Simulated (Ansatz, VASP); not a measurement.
# Cross-check of TaN between VASP and Ansatz, part 2 of 2

Wanted: the spread between two codes on one cell, functional and k mesh. The cell is taken from a series of runs on this material, whose earlier steps may have relaxed, scaled, displaced or heated it; both programs get it as it stands.

VASP 6.6.1 and Ansatz 0.2.0.

So far: The starting structure; VASP: zone-centre phonons, PBEsol.

### 2. VASP: zone-centre phonons, PBEsol (continued)

Level of this step: PBEsol; plane waves and PAW (N, Ta_pv) (VASP).

Numbers of over 12 decimals in the logs are rounded to 6 here.

From OUTCAR (step 2):

```text
ion  position               nearest neighbor table
   1  0.500  0.000  0.000-   5 2.08   6 2.08   5 2.08   6 2.08   4 2.59   4 2.59
   2  0.500  0.500  0.000-   5 2.08   6 2.08   5 2.08   6 2.08   4 2.59   4 2.59
   3  0.000  0.500  0.000-   5 2.08   6 2.08   5 2.08   6 2.08   4 2.59   4 2.59
   4  0.000  0.000  0.000-   1 2.59   1 2.59   3 2.59   3 2.59   2 2.59   2 2.59   6 3.32   5 3.32
                             6 3.32   5 3.32   6 3.32   5 3.32   5 3.32   6 3.32   5 3.32   5 3.32
   5  0.333  0.667  0.500-   3 2.08   3 2.08   1 2.08   1 2.08   2 2.08   2 2.08   6 2.99   6 2.99
                             6 2.99   4 3.32   4 3.32   4 3.32   4 3.32   4 3.32   4 3.32
   6  0.667  0.333  0.500-   3 2.08   3 2.08   1 2.08   1 2.08   2 2.08   2 2.08   5 2.99   5 2.99
                             5 2.99   4 3.32   4 3.32   4 3.32   4 3.32   4 3.32   4 3.32

  LATTYP: Found a hexagonal cell.
 ALAT       =     5.1822740328
 C/A-ratio  =     0.5593001944

 Subroutine GETGRP returns: Found 24 space group operations
 (whereof 24 operations were pure point group operations)

The static configuration has the point symmetry D_6h.

 Found     84 irreducible k-points:

   k-points           NKPTS =     84   k-points in BZ     NKDIM =     84   number of bands    NBANDS=     30

   dimension x,y,z NGX =    42 NGY =   42 NGZ =   24
   dimension x,y,z NGXF=    84 NGYF=   84 NGZF=   48

   ENCUT  =  600.0 eV  44.10 Ry    6.64 a.u.  10.35 10.35  5.79*2*pi/ulx,y,z

   NELECT =      48.0000    total number of electrons

 k-points in reciprocal lattice and weights: Automatic mesh
   0.00000000  0.00000000  0.00000000       0.001
   0.11111111  0.00000000  0.00000000       0.006
   0.22222222  0.00000000  0.00000000       0.006
   0.33333333  0.00000000  0.00000000       0.006
   0.44444444  0.00000000  0.00000000       0.006
   0.11111111  0.11111111  0.00000000       0.006
   0.22222222  0.11111111  0.00000000       0.012
   0.33333333  0.11111111  0.00000000       0.012
   0.44444444  0.11111111  0.00000000       0.006
[...]
-----------------------------------------------------------------------------------
    total drift:                                0.000000      0.000000     -0.000000

 Eigenvectors and eigenvalues of the dynamical matrix
 ----------------------------------------------------

   1 f  =   28.184273 THz   177.087008 2PiTHz  940.126142 cm-1   116.560734 meV
             X         Y         Z           dx          dy          dz
      2.591137  0.000000  0.000000    -0.000000   -0.577350    0.000000
      1.295569  2.243990  0.000000    -0.500000    0.288675    0.000000
     -1.295569  2.243990  0.000000     0.500000    0.288675   -0.000000
      0.000000  0.000000  0.000000     0.000000    0.000000    0.000000
     -0.000000  2.991987  1.449223     0.000000    0.000000    0.000000
      2.591137  1.495994  1.449223    -0.000000    0.000000   -0.000000

   2 f  =   22.517070 THz   141.478925 2PiTHz  751.088618 cm-1    93.123078 meV
             X         Y         Z           dx          dy          dz
      2.591137  0.000000  0.000000     0.000001    0.796105    0.000000
      1.295569  2.243990  0.000000    -0.384908    0.129443    0.000000
     -1.295569  2.243990  0.000000     0.384893    0.129433   -0.000000
      0.000000  0.000000  0.000000     0.000000   -0.026223    0.000000
     -0.000000  2.991987  1.449223     0.000002   -0.133649    0.000000
      2.591137  1.495994  1.449223     0.000002   -0.133649   -0.000000

   3 f  =   22.517070 THz   141.478925 2PiTHz  751.088618 cm-1    93.123078 meV
             X         Y         Z           dx          dy          dz
      2.591137  0.000000  0.000000    -0.092785    0.000010    0.000000
      1.295569  2.243990  0.000000     0.573878   -0.384899   -0.000000
     -1.295569  2.243990  0.000000     0.573887    0.384902   -0.000000
      0.000000  0.000000  0.000000    -0.026223   -0.000000   -0.000000
     -0.000000  2.991987  1.449223    -0.133649   -0.000002   -0.000000
      2.591137  1.495994  1.449223    -0.133649   -0.000002   -0.000000

   4 f  =   18.780034 THz   117.998432 2PiTHz  626.434498 cm-1    77.667944 meV
             X         Y         Z           dx          dy          dz
      2.591137  0.000000  0.000000     0.000000   -0.000000    0.689936
      1.295569  2.243990  0.000000     0.000000    0.000000   -0.723110
     -1.295569  2.243990  0.000000     0.000000   -0.000000    0.033174
      0.000000  0.000000  0.000000    -0.000000   -0.000000    0.000000
     -0.000000  2.991987  1.449223    -0.000000   -0.000000    0.000000
      2.591137  1.495994  1.449223     0.000000    0.000000    0.000000

   5 f  =   18.780034 THz   117.998432 2PiTHz  626.434498 cm-1    77.667944 meV
             X         Y         Z           dx          dy          dz
      2.591137  0.000000  0.000000    -0.000000    0.000000   -0.436641
      1.295569  2.243990  0.000000    -0.000000    0.000000   -0.379181
     -1.295569  2.243990  0.000000     0.000000    0.000000    0.815822
      0.000000  0.000000  0.000000     0.000000   -0.000000    0.000000
     -0.000000  2.991987  1.449223     0.000000   -0.000000    0.000000
      2.591137  1.495994  1.449223     0.000000    0.000000    0.000000

   6 f  =   18.342502 THz   115.249340 2PiTHz  611.840015 cm-1    75.858460 meV
             X         Y         Z           dx          dy          dz
      2.591137  0.000000  0.000000    -0.000000    0.000000   -0.552572
      1.295569  2.243990  0.000000    -0.000000    0.000000   -0.552572
     -1.295569  2.243990  0.000000     0.000000    0.000000   -0.552572
      0.000000  0.000000  0.000000    -0.000000   -0.000000    0.060467
     -0.000000  2.991987  1.449223    -0.000000   -0.000000    0.200418
      2.591137  1.495994  1.449223     0.000000    0.000000    0.200418

   7 f  =    7.112374 THz    44.688361 2PiTHz  237.243247 cm-1    29.414401 meV
             X         Y         Z           dx          dy          dz
      2.591137  0.000000  0.000000    -0.000000    0.000000   -0.000000
      1.295569  2.243990  0.000000    -0.000000   -0.000000    0.000000
     -1.295569  2.243990  0.000000     0.000000   -0.000000   -0.000000
      0.000000  0.000000  0.000000    -0.000000   -0.000000   -0.000000
     -0.000000  2.991987  1.449223    -0.000031    0.707107   -0.000000
      2.591137  1.495994  1.449223     0.000031   -0.707107    0.000000

   8 f  =    7.112374 THz    44.688361 2PiTHz  237.243247 cm-1    29.414401 meV
             X         Y         Z           dx          dy          dz
      2.591137  0.000000  0.000000     0.000000    0.000000    0.000000
      1.295569  2.243990  0.000000     0.000000    0.000000   -0.000000
     -1.295569  2.243990  0.000000    -0.000000   -0.000000    0.000000
      0.000000  0.000000  0.000000     0.000000    0.000000   -0.000000
     -0.000000  2.991987  1.449223     0.707107    0.000031   -0.000000
      2.591137  1.495994  1.449223    -0.707107   -0.000031    0.000000

   9 f  =    5.522688 THz    34.700072 2PiTHz  184.217043 cm-1    22.839992 meV
             X         Y         Z           dx          dy          dz
      2.591137  0.000000  0.000000    -0.000000    0.000000   -0.000000
      1.295569  2.243990  0.000000    -0.000000   -0.000000   -0.000000
     -1.295569  2.243990  0.000000     0.000000   -0.000000   -0.000000
      0.000000  0.000000  0.000000    -0.000000   -0.000000    0.000000
     -0.000000  2.991987  1.449223     0.000000    0.000000    0.707107
      2.591137  1.495994  1.449223     0.000000    0.000000   -0.707107

  10 f  =    5.442282 THz    34.194869 2PiTHz  181.535004 cm-1    22.507462 meV
             X         Y         Z           dx          dy          dz
      2.591137  0.000000  0.000000     0.000036   -0.026373    0.000000
      1.295569  2.243990  0.000000     0.195664    0.312531   -0.000000
     -1.295569  2.243990  0.000000    -0.195650    0.312498    0.000000
      0.000000  0.000000  0.000000     0.000054    0.636068    0.000000
     -0.000000  2.991987  1.449223    -0.000034   -0.401764    0.000000
      2.591137  1.495994  1.449223    -0.000034   -0.401764   -0.000000

  11 f  =    5.442282 THz    34.194869 2PiTHz  181.535004 cm-1    22.507462 meV
             X         Y         Z           dx          dy          dz
      2.591137  0.000000  0.000000    -0.425477   -0.000002    0.000000
      1.295569  2.243990  0.000000    -0.086572   -0.195630    0.000000
     -1.295569  2.243990  0.000000    -0.086606    0.195684   -0.000000
      0.000000  0.000000  0.000000    -0.636068    0.000054    0.000000
     -0.000000  2.991987  1.449223     0.401764   -0.000034   -0.000000
      2.591137  1.495994  1.449223     0.401764   -0.000034    0.000000

  12 f  =    3.487827 THz    21.914665 2PiTHz  116.341395 cm-1    14.424488 meV
             X         Y         Z           dx          dy          dz
      2.591137  0.000000  0.000000     0.000000    0.000000   -0.063496
      1.295569  2.243990  0.000000    -0.000000   -0.000000   -0.063496
     -1.295569  2.243990  0.000000     0.000000    0.000000   -0.063496
      0.000000  0.000000  0.000000     0.000000    0.000000    0.829058
     -0.000000  2.991987  1.449223     0.000000    0.000000   -0.387664
      2.591137  1.495994  1.449223     0.000000    0.000000   -0.387664

  13 f  =    0.001807 THz     0.011355 2PiTHz    0.060281 cm-1     0.007474 meV
             X         Y         Z           dx          dy          dz
      2.591137  0.000000  0.000000    -0.128533   -0.085978   -0.000000
      1.295569  2.243990  0.000000    -0.128564   -0.085915   -0.000000
     -1.295569  2.243990  0.000000    -0.128602   -0.085973   -0.000000
      0.000000  0.000000  0.000000    -0.462897   -0.309479   -0.000000
     -0.000000  2.991987  1.449223    -0.462185   -0.309003   -0.000000
      2.591137  1.495994  1.449223    -0.462185   -0.309003   -0.000000
    [... 43 further lines ...]
     -0.000000  2.991987  1.449223     0.000000    0.000000   -0.000000
      2.591137  1.495994  1.449223     0.000000   -0.000000    0.000000

 ELASTIC MODULI CONTR FROM IONIC RELAXATION (kBar)
 Direction    XX          YY          ZZ          XY          YZ          ZX
 --------------------------------------------------------------------------------
 XX        -252.7188    252.7188      0.0000     -0.0000      0.0000      0.0000
 YY         252.7188   -252.7188      0.0000      0.0000     -0.0000      0.0000
 ZZ           0.0000      0.0000      0.0000      0.0000      0.0000      0.0000
 XY          -0.0000      0.0000      0.0000   -252.7188      0.0000      0.0000
 YZ           0.0000     -0.0000      0.0000      0.0000     -0.0000      0.0000
 ZX           0.0000      0.0000      0.0000      0.0000      0.0000      0.0000
 --------------------------------------------------------------------------------
```

### 3. Ansatz: zone-centre phonons, PBEsol

Ansatz runs on its PAW soft_1 files.

The same cell, functional, mesh and smearing now go to Ansatz, which takes its cutoff from its data sets.

File input.yaml:

```yaml
crystal:
  lattice:
    - [5.1822740328, 0.0, 0.0]
    - [-2.5911370164, 4.4879809618, 0.0]
    - [0.0, 0.0, 2.8984468738]
  atoms:
    - { symbol: "N", position: [0.5, 0.0, 0.0] }
    - { symbol: "N", position: [0.5, 0.5, 0.0] }
    - { symbol: "N", position: [0.0, 0.5, 0.0] }
    - { symbol: Ta, position: [0.0, 0.0, 0.0] }
    - { symbol: Ta, position: [0.3333333333, 0.6666666667, 0.5] }
    - { symbol: Ta, position: [0.6666666667, 0.3333333333, 0.5] }
kpoints:
  mp_grid: { grid: [9, 9, 12] }
hamiltonian:
  xc: pbesol
  pseudopotentials: { kind: paw, azcp: { folder: soft_1 }, xc_functional: pbe }
scf:
  occupations: { method: methfessel_paxton, width: 0.2 }
output:
  eigenvalues: true
phonons:
  method: dfpt
```

Started as:

```
ansatz run input.yaml --threads 8 --pin off --max-ram 16384MiB --backend cpu --events-out ev --progress --plain --runs-dir out
```

What it wrote:

```text
zone centre: on kpoints.mp_grid the ground state, and the responses unless they are solved on pairs of k-points, stand on 175 of the mesh's 972 k-points, reduced under 4 symmetry operations, with k and −k counted as one. Each operation leaves every solved displacement unchanged or reverses it
Engine: ansatz 0.2.0, aarch64-unknown-linux-gnu
Pseudopotentials: kind: paw
Pseudopotential: N, paw, valence charge 5, recommended cutoff 420 eV (normal), soft_1/N.paw.azcp
Pseudopotential: Ta, paw, valence charge 13, recommended cutoff 420 eV (normal), soft_1/Ta.paw.azcp
Functional definition: PBEsol
  exchange = pbesol_x
  correlation = pbesol_c
Crystal: 6 atoms, lattice volume = 67.412 Å³
Basis set: ecut = 420 eV, 1287 PW (Γ), exchange–correlation on 72×72×40 points (8 copies of the dense FFT grid, shifted against one another)
Bands: 33, of which v1, the nominal top of the filled ones, is band 27 counted from 1 (26 counted from 0)
Symmetry: 24 space group operations
k-points: 175 of 972 (irreducible under 4 space group operations, time reversal used)
Non-local potential: N, projectors of the file, l = 0: 2, l = 1: 2, l = 2: 1
Non-local potential: Ta, projectors of the file, l = 0: 3, l = 1: 2, l = 2: 2, l = 3: 1
PAW form: soft (Blöchl's): semilocal exchange-correlation on the pseudo side does not see the compensation charge
PAW frozen core: N, regenerated for the run's functional, and the local potential with it (the file was generated under x = pbe(κ = 0.804, μ = 0.219515), c = pbe(β = 0.066725))
PAW frozen core: Ta, regenerated for the run's functional, and the local potential with it (the file was generated under x = pbe(κ = 0.804, μ = 0.219515), c = pbe(β = 0.066725))
PAW one-centre angular grid: N, 110 points (default); XC on 64 Gauss nodes
PAW one-centre angular grid: Ta, 590 points (default); XC on 64 Gauss nodes
Initial density: superposition of atomic densities (chi_scale 0.1, normalization cell, long waves kept (reshape's long-wave potential 0.02 eV rms))
Initial wavefunctions: pseudopotential atomic-orbital guess
Functional: x = pbesol(κ = 0.804, μ = 0.123457), c = pbesol(β = 0.046)
SCF iter   1: F=—  HF=-30564.051621 eV  |F-HF|=—  |Δ(HF+E_count)|=         —  Δρ=7.28e-2  dr2=4.20e0  ethr=3.10e-3  ⟨swp⟩=4.6  Hψ=22532  notcnv=0
preconditioner: auto → Kerker (q_TF=auto, 2.629 Å⁻¹)  [metal: Δε(μ)=0.033 eV  Ē_g=9.645 eV  σ=0.200 eV  W_gap=0.14  n_scr=26 (ndim 8)  ℏωp=24.8 eV  f_vac=0.000  D(μ)=0.97/eV (n_scr^D=6)]
SCF iter   2: F=—  HF=-30563.227043 eV  |F-HF|=—  |Δ(HF+E_count)|=   8.25e-1  S|Δr|=    0.00e0  Δρ=3.57e-2  dr2=8.25e-1  ethr=3.10e-3  ⟨swp⟩=2.0  Hψ=10229  notcnv=0  defer=196
SCF iter   3: F=—  HF=-30563.054915 eV  |F-HF|=—  |Δ(HF+E_count)|=   1.72e-1  S|Δr|=    0.00e0  Δρ=1.19e-2  dr2=9.33e-2  ethr=1.53e-3  ⟨swp⟩=2.0  Hψ=6607  notcnv=0  defer=196
SCF iter   4: F=—  HF=-30563.028636 eV  |F-HF|=—  |Δ(HF+E_count)|=   2.63e-2  S|Δr|=    0.00e0  Δρ=2.66e-3  dr2=7.56e-3  ethr=1.73e-4  ⟨swp⟩=2.0  Hψ=8617  notcnv=0  defer=152
SCF iter   5: F=—  HF=-30563.026706 eV  |F-HF|=—  |Δ(HF+E_count)|=   1.93e-3  S|Δr|=    0.00e0  Δρ=9.55e-4  dr2=5.12e-4  ethr=1.40e-5  ⟨swp⟩=2.0  Hψ=6588  notcnv=0  defer=152
SCF iter   6: F=—  HF=-30563.026555 eV  |F-HF|=—  |Δ(HF+E_count)|=   1.51e-4  S|Δr|=    0.00e0  Δρ=1.39e-4  dr2=1.70e-5  ethr=9.49e-7  ⟨swp⟩=2.4  Hψ=8195  notcnv=0  defer=152
SCF iter   7: F=—  HF=-30563.026552 eV  |F-HF|=—  |Δ(HF+E_count)|=   2.84e-6  S|Δr|=    0.00e0  Δρ=3.20e-5  dr2=6.24e-7  ethr=3.15e-8  ⟨swp⟩=2.0  Hψ=8135  notcnv=0  defer=152
SCF iter   8: F=—  HF=-30563.026552 eV  |F-HF|=—  |Δ(HF+E_count)|=   8.76e-8  S|Δr|=    0.00e0  Δρ=5.10e-6  dr2=1.89e-8  ethr=1.15e-9  ⟨swp⟩=2.0  Hψ=8297  notcnv=0  defer=152
SCF iter   9: F=—  HF=-30563.026552 eV  |F-HF|=—  |Δ(HF+E_count)|=   3.51e-9  S|Δr|=    0.00e0  Δρ=8.11e-7  dr2=4.06e-10  ethr=3.50e-11  ⟨swp⟩=2.1  Hψ=7856  notcnv=0  defer=152
SCF iter  10: F=-30563.026552 eV  HF=-30563.026552 eV  |F-HF|=0.00e0  |Δ(HF+E_count)|=  4.73e-11  S|Δr|=    0.00e0  Δρ=1.07e-7  dr2=5.35e-12  ethr=1.00e-12  ⟨swp⟩=8.7  Hψ=33439  notcnv=0
SCF 1 converged in 10 iterations: F = -30563.026552 eV  dr2 = 5.35e-12
  greatest PAW one-centre occupation: 0.999 electrons in one spin orbital (limit 2), on the Ta atom at site 5 (counted from 0), in its partial waves of l = 0
DFPT response loops at Γ: preconditioner auto → Kerker (q_TF=auto, 2.629 Å⁻¹) (partly filled bands, converged f_vac=0.000); β = 1.00, the filter's whole step (`scf.mixing.beta` (0.50) is not read by the response loops under this deck's `scf.mixing.preconditioner`; to damp them name `kerker` or `kerker_dos`, under which they read `scf.mixing.beta`, and type it under 1.00, their step now; both keys bind the ground state too); Broyden in place of MSR1
SCF converged after 10 iterations
Stability not checked: this state was not tested for a lower state beside it, because cold or Methfessel-Paxton smearing, or corrected tetrahedra, fill the levels in a way that the test cannot read (fill_not_monotonic; see scf.lower_state_search)
Free energy (F): -30563.026552 eV
Harris-Foulkes:  -30563.026552 eV  (|F-HF|=0.00e0)
Internal energy: -30563.030278 eV  (E = F + TS)
E sigma→0 (E₀):  -30563.027483 eV
Entropy (-TS):   0.003726 eV (0.621 meV/atom)
Fermi energy:    19.537787 eV
--- Per-component energies (eV) ---
  E_band       = -220.456101
  E_kinetic    = 1570.067605
  E_local      = -2018.379999  (includes V_loc(G=0)·N_el)
  E_nonlocal   = 80.945655
  E_hartree    = 725.968649
  E_xc         = -1135.568834
  E_vxc        = -928.671980  (∫ρ·V_xc dr)
  E_paw        = -24914.357028  (= ΣΔE_a)
  E_vpaw       = -376.357781  (= ΣTr[D̂ρ^β])
  E_aug_tail   = 0.003043  (compensation charges beyond the density's cutoff)
  E_ewald      = -4872.434803
  E_core_change = 0.725435  (= ΣΔE_core)
  E_smearing   = 0.003726  (= −TS)
  E_closure    = 0.000000  (closes the sum)
  Σ components = -30563.026552   (vs F -30563.026552, Δ=0.00e0)
--- Band table (eV; the first three rows and the last of 175) ---
  k-point 0: bands = [... 23 lower, 16.4550, 16.9561, 17.3842, 18.2118, 18.2118, 20.3288, 20.3288, 20.6975, ... 2 higher]
  k-point 1: bands = [... 23 lower, 16.2575, 16.9924, 17.6977, 18.3733, 18.3733, 20.4380, 20.4380, 20.7776, ... 2 higher]
  k-point 2: bands = [... 23 lower, 16.5234, 17.0937, 18.5351, 18.7837, 18.7837, 19.7916, 19.7916, 21.0040, ... 2 higher]
  k-point 174: bands = [... 23 lower, 16.0179, 16.2900, 17.0392, 18.3885, 21.3765, 21.6777, 21.8621, 22.1163, ... 2 higher]
--- Phonons (Γ-DFPT): 7 representative perturbations + reference, on 175 of 972 k-points (Σ response iterations 22) ---
  k mesh reduced under 4 symmetry operations, with k and −k counted as one. Each operation leaves every solved displacement unchanged or reverses it
  ASR residual: 5.263e-5 → 0.000e0 eV/Å²; symmetrization residual: 2.093e-6 eV/Å²
  ASR residual per site (eV/Å²): 5.26e-5 4.48e-5 4.48e-5 2.24e-5 1.49e-5 1.49e-5
  Γ frequencies (cm⁻¹): -550.64 -230.95 -230.95 0.00 0.00 0.00 116.64 182.96 184.07 184.07 236.55 236.55 607.82 620.44 620.44 745.40 745.40 934.07
  non-analytic LO–TO correction: not included (Born effective charges unavailable; polar crystals: no LO–TO splitting at Γ)
```

Reading the cycles: dr2 is the Hartree energy of the density residual (eV), the measure of convergence; HF is the Harris–Foulkes estimate of the energy, which meets the free energy F at convergence.

### 4. Differences

Known differences besides the potentials themselves: the data sets hold 54 valence electrons in Ansatz (on its PAW soft_1 files) and 48 in VASP; the cutoff is 420 eV in Ansatz and 600 eV in VASP; Ansatz makes its cores anew for this functional, VASP keeps those of its PBE data sets. Total energies have different zeros and are not compared.

Zone-centre modes by rising frequency (cm⁻¹; imaginary ones negative):

| program | modes |
| --- | --- |
| Ansatz | -550.6, -230.9, -230.9, 0.0, 0.0, 0.0, 116.6, 183.0, 184.1, 184.1, 236.6, 236.6, 607.8, 620.4, 620.4, 745.4, 745.4, 934.1 |
| VASP | -553.6, -234.8, -234.8, -0.1, 0.1, 0.1, 116.3, 181.5, 181.5, 184.2, 237.2, 237.2, 611.8, 626.4, 626.4, 751.1, 751.1, 940.1 |

The two lists differ in the order or number of single and degenerate modes, so they aren't paired one by one; the r.m.s. figure in the results sets the two lists side by side in order.

### 5. Results

* r.m.s. difference of the optical zone-centre modes, each program's sorted by frequency (zone-centre phonons, PBEsol): 4.0 cm⁻¹

**Reading.** The r.m.s. difference of the optical zone-centre modes, each program's sorted by frequency is 4.0 cm⁻¹ (zone-centre phonons, PBEsol). The data sets hold unlike numbers of valence electrons (54 in Ansatz and 48 in VASP), so part of the differences may come from the potentials. How closely two codes agree says nothing of how well the functional describes the real material.

[Lines on the potential files, build, host, timing and source positions are cut from VASP's logs without a mark.]

[Logs are printed without paths, hosts, clocks, repeated set-up lines and the standing remarks that a program may print on its own settings, such as how far it seeks lower states.]

[Hosts, paths, dates, database ids (printed as entryN), source tags and the programs' standing remarks are cut or masked in the printed files.]
